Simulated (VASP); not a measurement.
Output of a VASP run:

File OUTCAR:
```
 ion  position               nearest neighbor table
   1  0.000  0.000  0.000-   2 3.15   2 3.15   2 3.15   2 3.15   2 3.15   2 3.15   2 3.15   2 3.15
  LATTYP: Found a simple cubic cell.
 ALAT       =     3.6400000000
 Subroutine PRICEL returns:
 Original cell was already a primitive cell.
 Subroutine GETGRP returns: Found 48 space group operations
The static configuration has the point symmetry O_h .
The dynamic configuration has the point symmetry O_h .
 Subroutine INISYM returns: Found 48 space group operations
 Subroutine IBZKPT returns following result:
 Found     35 irreducible k-points:

 Following reciprocal coordinates:
            Coordinates               Weight
  0.000000  0.000000  0.000000      1.000000
  0.111111  0.000000  0.000000      6.000000
  0.222222  0.000000  0.000000      6.000000
  0.333333  0.000000  0.000000      6.000000
  0.444444  0.000000  0.000000      6.000000
  0.111111  0.111111  0.000000     12.000000
  0.222222  0.111111  0.000000     24.000000
  0.333333  0.111111  0.000000     24.000000
  0.444444  0.111111  0.000000     24.000000
  0.222222  0.222222  0.000000     12.000000
  0.333333  0.222222  0.000000     24.000000
  0.444444  0.222222  0.000000     24.000000
  0.333333  0.333333  0.000000     12.000000
  0.444444  0.333333  0.000000     24.000000
  0.444444  0.444444  0.000000     12.000000
  0.111111  0.111111  0.111111      8.000000
  0.222222  0.111111  0.111111     24.000000
  0.333333  0.111111  0.111111     24.000000
  0.444444  0.111111  0.111111     24.000000
  0.222222  0.222222  0.111111     24.000000
  0.333333  0.222222  0.111111     48.000000
  0.444444  0.222222  0.111111     48.000000
  0.333333  0.333333  0.111111     24.000000
  0.444444  0.333333  0.111111     48.000000
  0.444444  0.444444  0.111111     24.000000
  0.222222  0.222222  0.222222      8.000000
  0.333333  0.222222  0.222222     24.000000
  0.444444  0.222222  0.222222     24.000000
  0.333333  0.333333  0.222222     24.000000
  0.444444  0.333333  0.222222     48.000000
  0.444444  0.444444  0.222222     24.000000
  0.333333  0.333333  0.333333      8.000000
  0.444444  0.333333  0.333333     24.000000
  0.444444  0.444444  0.333333     24.000000
  0.444444  0.444444  0.444444      8.000000
   k-points           NKPTS =     35   k-points in BZ     NKDIM =     35   number of bands    NBANDS=     13
   number of dos      NEDOS =    301   number of ions     NIONS =      2
   total plane-waves  NPLWV =  13824
   dimension x,y,z NGX =    24 NGY =   24 NGZ =   24
   dimension x,y,z NGXF=    48 NGYF=   48 NGZF=   48
   ions per type =               1   1
   PREC   = accura    normal or accurate (medium, high low for compatibility)
   ISTART =      0    job   : 0-new  1-cont  2-samecut
   ICHARG =      2    charge: 1-file 2-atom 10-const
   ISPIN  =      1    spin polarized calculation?
   LNONCOLLINEAR =      F non collinear calculations
   LSORBIT =      F    spin-orbit coupling
   INIWAV =      1    electr: 0-lowe 1-rand  2-diag
   ENCUT  =  400.0 eV  29.40 Ry    5.42 a.u.   5.94  5.94  5.94*2*pi/ulx,y,z
   NELM   =    100;   NELMIN=  2; NELMDL= -5     # of ELM steps
   EDIFF  = 0.1E-05   stopping-criterion for ELM
   LREAL  =      F    real-space projection
   NLSPLINE    = F    spline interpolate recip. space projectors
   LMAXMIX     =    4 max onsite mixed and CHGCAR
   VOSKOWN=      0    Vosko Wilk Nusair interpolation
   EDIFFG = -.1E-01   stopping-criterion for IOM
   NSW    =     60    number of steps for IOM
   NBLOCK =      1;   KBLOCK =     60    inner block; outer block
   IBRION =      2    ionic relax: 0-MD 1-quasi-New 2-CG
   NFREE  =      1    steps in history (QN), initial steepest desc. (CG)
   ISIF   =      3    stress and relaxation
   ISYM   =      2    0-nonsym 1-usesym 2-fastsym
   TEIN   =    0.0    initial temperature
   TEBEG  =    0.0;   TEEND  =   0.0 temperature during run
   SMASS  =  -3.00    Nose mass-parameter (am)
...
```

File OSZICAR:
```
...
DAV:   7    -0.164558925431E+02    0.35112E-05   -0.71732E-04  1211   0.226E-01    0.560E-02
DAV:   8    -0.164558848992E+02    0.76439E-05   -0.27386E-05  1175   0.535E-02    0.170E-02
DAV:   9    -0.164558848850E+02    0.14151E-07   -0.15738E-06   811   0.153E-02
   3 F= -.16455885E+02 E0= -.16455405E+02  d E =-.182716E+01
       N       E                     dE             d eps       ncg     rms          rms(c)
DAV:   1    -0.164664801886E+02   -0.10595E-01   -0.28046E-01   920   0.556E+00    0.105E+00
DAV:   2    -0.164590546039E+02    0.74256E-02   -0.19125E-02  1000   0.153E+00    0.323E-01
DAV:   3    -0.164575427859E+02    0.15118E-02   -0.92829E-03  1330   0.776E-01    0.173E-01
DAV:   4    -0.164577029842E+02   -0.16020E-03   -0.38758E-04  1083   0.159E-01    0.793E-02
DAV:   5    -0.164578089910E+02   -0.10601E-03   -0.15802E-04  1473   0.805E-02    0.405E-02
DAV:   6    -0.164578388315E+02   -0.29840E-04   -0.36828E-05  1495   0.392E-02    0.637E-03
DAV:   7    -0.164578390911E+02   -0.25960E-06   -0.83629E-07   653   0.870E-03
   4 F= -.16457839E+02 E0= -.16457350E+02  d E =-.182912E+01
       N       E                     dE             d eps       ncg     rms          rms(c)
DAV:   1    -0.164656362949E+02   -0.77975E-02   -0.26690E-01   930   0.544E+00    0.103E+00
DAV:   2    -0.164586092255E+02    0.70271E-02   -0.18166E-02  1010   0.150E+00    0.317E-01
DAV:   3    -0.164571759135E+02    0.14333E-02   -0.87918E-03  1345   0.756E-01    0.169E-01
DAV:   4    -0.164573297607E+02   -0.15385E-03   -0.36886E-04  1093   0.155E-01    0.776E-02
DAV:   5    -0.164574323327E+02   -0.10257E-03   -0.15263E-04  1478   0.791E-02    0.399E-02
DAV:   6    -0.164574611259E+02   -0.28793E-04   -0.35198E-05  1490   0.385E-02    0.619E-03
DAV:   7    -0.164574613659E+02   -0.24002E-06   -0.78599E-07   603   0.850E-03
   5 F= -.16457461E+02 E0= -.16456962E+02  d E =-.182874E+01
       N       E                     dE             d eps       ncg     rms          rms(c)
DAV:   1    -0.164735842778E+02   -0.16123E-01   -0.53340E-01   925   0.771E+00    0.143E+00
DAV:   2    -0.164598138687E+02    0.13770E-01   -0.37636E-02  1000   0.215E+00    0.451E-01
DAV:   3    -0.164568441810E+02    0.29697E-02   -0.17311E-02  1350   0.107E+00    0.234E-01
DAV:   4    -0.164571126300E+02   -0.26845E-03   -0.73602E-04  1093   0.220E-01    0.106E-01
DAV:   5    -0.164572865806E+02   -0.17395E-03   -0.29927E-04  1433   0.111E-01    0.564E-02
DAV:   6    -0.164573250703E+02   -0.38490E-04   -0.70766E-05  1490   0.541E-02    0.930E-03
DAV:   7    -0.164573247257E+02    0.34455E-06   -0.15708E-06   832   0.114E-02
   6 F= -.16457325E+02 E0= -.16456839E+02  d E =0.136640E-03
       N       E                     dE             d eps       ncg     rms          rms(c)
DAV:   1    -0.164626192478E+02   -0.52942E-02   -0.15114E-01   920   0.409E+00    0.773E-01
DAV:   2    -0.164586232981E+02    0.39959E-02   -0.10335E-02  1000   0.113E+00    0.238E-01
DAV:   3    -0.164578021494E+02    0.82115E-03   -0.49862E-03  1335   0.570E-01    0.127E-01
DAV:   4    -0.164578900910E+02   -0.87942E-04   -0.20838E-04  1093   0.116E-01    0.580E-02
DAV:   5    -0.164579490394E+02   -0.58948E-04   -0.85486E-05  1460   0.592E-02    0.297E-02
DAV:   6    -0.164579662382E+02   -0.17199E-04   -0.19999E-05  1480   0.289E-02    0.475E-03
DAV:   7    -0.164579664297E+02   -0.19146E-06   -0.42429E-07   530   0.623E-03
   7 F= -.16457966E+02 E0= -.16457474E+02  d E =-.505064E-03
```

File OUTCAR:
```
------------------------ aborting loop because EDIFF is reached ----------------------------------------
  FORCE on cell =-STRESS in cart. coord.  units (eV):
  Direction    XX          YY          ZZ          XY          YZ          ZX
  --------------------------------------------------------------------------------------
  Total        0.0000084      0.0000084      0.0000084      0.0000000      0.0000000     -0.0000000
  in kB        0.0004157      0.0004157      0.0004157      0.0000000      0.0000000     -0.0000000
  external PRESSURE =       0.0004157 kB  Pullay stress =       0.0000000 kB
  volume of cell :       32.31
      direct lattice vectors                 reciprocal lattice vectors
     3.185006320  0.000000000 -0.000000000     0.313971120 -0.000000000 -0.000000000
     0.000000000  3.185006320 -0.000000000    -0.000000000  0.313971120 -0.000000000
     0.000000000  0.000000000  3.185006320     0.000000000  0.000000000  0.313971120
 POSITION                                       TOTAL-FORCE (eV/Angst)
 -----------------------------------------------------------------------------------
      0.00000      0.00000     -0.00000        -0.000000      0.000000      0.000000
      1.59250      1.59250      1.59250         0.000000     -0.000000      0.000000
 -----------------------------------------------------------------------------------
    total drift:                                0.000000      0.000000     -0.000000
  FREE ENERGIE OF THE ION-ELECTRON SYSTEM (eV)
  ---------------------------------------------------
  free  energy   TOTEN  =       -16.4579664297 eV

  energy  without entropy=      -16.4564884824  energy(sigma->0) =      -16.45747378

 reached required accuracy - stopping structural energy minimisation
```
(Selected blocks of OUTCAR.)

File POSCAR:
```
ZrS
1
    3.6400000000     0.0000000000     0.0000000000
    0.0000000000     3.6400000000     0.0000000000
    0.0000000000     0.0000000000     3.6400000000
Zr S
1 1
Direct
  0.0000000000   0.0000000000   0.0000000000
  0.5000000000   0.5000000000   0.5000000000
```

Reconstruct the remaining input files.

One answer among several that fit: the input of the run itself, PBEsol GGA, plane waves, VASP's PBE PAW potentials (set 64).

INCAR:
```
# general
SYSTEM  = ZrS
PREC    = Accurate
ENCUT   = 400
LREAL   = .FALSE.
LASPH   = .TRUE.

# electronic loop
EDIFF   = 1E-6
NELM    = 100
ALGO    = Normal
LMAXMIX = 4

# smearing
ISMEAR  = 1
SIGMA   = 0.1

# functional
GGA     = PS

# ions
IBRION  = 2
NSW     = 60
ISIF    = 3
EDIFFG  = -0.01

# output
LWAVE   = .FALSE.
LCHARG  = .FALSE.
```

File KPOINTS:
```
Automatic mesh
0
G
9 9 9
0 0 0
```

POTCAR, in this order: Zr_sv S (PBE.64 set). Program: vasp_std.

Energy and stress use the plane-wave basis of the starting cell.

The structure was generated: ZrS was put into the CsCl type type (Pm-3m), which need not be its known phase. This run relaxes it. Symmetry was kept, so distortions that lower it aren't found.
